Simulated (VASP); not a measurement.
```xyz
4
Lattice="3.0087 0.0000 0.0000 -1.5044 2.6056 0.0000 0.0000 0.0000 4.9051" Properties=species:S:1:pos:R:3 pbc="T T T"
Ga     0.0000     1.7371     4.9025
Ga     1.5044     0.8685     2.4499
N      0.0000     1.7371     1.8421
N      1.5044     0.8685     4.2946
```

Level of theory: PBEsol GGA, VASP's PBE PAW potentials (set 64) (plane waves; VASP). Settings: 620 eV cut-off, 8×8×5 Γ-centred mesh, Gaussian smearing of 0.050 eV, potentials Ga_d N.

Q: Estimate the energy per atom (σ→0), pressure.

A: 
| Item | Value |
|---|---|
| energy per atom (σ→0) | -6.355 eV/atom |
| pressure | 449.6 kbar |

Total energies compare only between runs with the same potentials, cut-off and functional.

The structure was generated: GaN was put into the wurtzite type (P6_3mc), which need not be its known phase. It was relaxed first under an external pressure of 45 GPa.
